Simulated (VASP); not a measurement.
The input files of a VASP run:

INCAR:
```
ENCUT = 500
LASPH = .TRUE.   # aspherical one-centre terms
PREC = Accurate
ISIF = 3   # ions, shape and volume
EDIFFG = -0.02
IBRION = 2   # conjugate gradients
PSTRESS = 50   # kbar
LMAXMIX = 4   # l cut-off of mixed one-centre charges
EDIFF = 1E-6   # SCF stop (eV)
SYSTEM = CdSe
LCHARG = .FALSE.
ISMEAR = 1   # Methfessel-Paxton
ALGO = Normal   # blocked Davidson
GGA = PS   # PBEsol
SIGMA = 0.1
NELM = 100
LWAVE = .FALSE.
NSW = 40
LREAL = .FALSE.   # projection in real space or not
```

File KPOINTS:
```
K-points
0
gamma
11 11 11
0 0 0
```

### POSCAR
```
CdSe
1
    0.0000000000     2.8196588274     2.8196588274
    2.8196588274     0.0000000000     2.8196588274
    2.8196588274     2.8196588274     0.0000000000
Cd Se
1 1
Direct
  0.0000000000   0.0000000000   0.0000000000
  0.5000000000   0.5000000000   0.5000000000
```

POTCAR, in this order: Cd Se (PBE.64 set). Program: vasp_std.

Problem. Write an equivalent input for Ansatz.

Solution. One equivalent input (not run):
Ansatz 0.2 input:
```yaml
crystal:
  lattice:
    - [0.0000000, 2.8196588, 2.8196588]
    - [2.8196588, 0.0000000, 2.8196588]
    - [2.8196588, 2.8196588, 0.0000000]
  atoms:
    - { symbol: Cd, position: [0.0000000, 0.0000000, 0.0000000] }
    - { symbol: Se, position: [0.5000000, 0.5000000, 0.5000000] }
kpoints:
  mp_grid: { grid: [11, 11, 11] }
hamiltonian:
  xc: pbesol
  pseudopotentials: { kind: paw }
scf:
  occupations: { method: methfessel_paxton, width: 0.1 }
  max_iter: 100
relax:
  max_steps: 40
  f_tol: 0.02
  cell: { p_target: 5 }
output: { forces: true, stress: true, eigenvalues: true }
```
The two are equivalent in intent, not identical: each code has its own PAW files, so the cut-off isn't converted (ENCUT is set for VASP's; basis.ecutwfc is left out, and Ansatz then takes the one that its files recommend); Ansatz stops its SCF on the density residual and VASP on the energy change (EDIFF).

The structure was generated: CdSe was put into the rock salt type (Fm-3m), which need not be its known phase. This run relaxes it under an external pressure of 5 GPa. Symmetry was kept, so distortions that lower it aren't found.
